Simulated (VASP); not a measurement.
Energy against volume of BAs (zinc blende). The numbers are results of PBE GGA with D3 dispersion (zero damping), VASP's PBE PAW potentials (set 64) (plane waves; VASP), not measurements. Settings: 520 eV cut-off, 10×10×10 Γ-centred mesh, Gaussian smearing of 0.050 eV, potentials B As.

| V (Å³/atom) | E (eV/atom) |
|---|---|
| 13.322 | -5.88867 |
| 13.734 | -5.89427 |
| 14.146 | -5.88944 |
| 14.558 | -5.87572 |

Question: Fit these four points and predict the energy of the run at 12.910 Å³/atom.

Answer: A cubic in V^(−2/3), the third-order Birch-Murnaghan form, passes through the four points with V0 = 13.74 Å³/atom and B0 = 135 GPa, and gives -5.8708 eV/atom there. The run gave -5.8708 eV/atom, -0.0 meV/atom from the fit; all five points give B0 = 135 GPa.

The compound is BAs in the zinc blende structure. It was relaxed first.
